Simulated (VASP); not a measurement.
A convergence study with VASP on AgBr (space group Fm-3m): one setting is varied, all else stays as given below, so the limit is that of these other settings.

```
AgBr
1.0
    0.00000     2.89365     2.89365
    2.89365     0.00000     2.89365
    2.89365     2.89365     0.00000
Ag Br
1 1
Direct
  0.00000   0.00000   0.00000
  0.50000   0.50000   0.50000
```

These are PBE GGA, VASP's PBE PAW potentials (set 64) (plane waves; VASP) values and carry that method's errors. The tightest run used: 300 eV cut-off, 12×12×12 Γ-centred mesh, Gaussian smearing of 0.010 eV, potentials Ag Br.

### Question
The settings run are 3×3×3 mesh; 4×4×4 mesh; 5×5×5 mesh; 6×6×6 mesh; 8×8×8 mesh; 9×9×9 mesh; 12×12×12 mesh. From which on does the mean ε∞ stay within 0.1  of the tightest run?

### Answer
From 8×8×8 mesh on: it is off by 0.03 there and by no more than 0.1 in any finer run, while 6×6×6 mesh is off by 0.15.
```tsv
setting	mean ε∞	irreducible k-points	difference judged ()
3×3×3 mesh	8.30	4	2.30
4×4×4 mesh	6.89	8	0.90
5×5×5 mesh	6.34	10	0.35
6×6×6 mesh	6.15	16	0.15
8×8×8 mesh	6.02	29	0.03
9×9×9 mesh	6.01	35	0.01
12×12×12 mesh	6.00	72	0.00
```

Left out are rungs that failed or repeat a setting and relaxations that didn't move; long series are thinned to 24 rows.

The structure is a typed AgBr crystal (space group no. 225). The cell was not relaxed at this level.
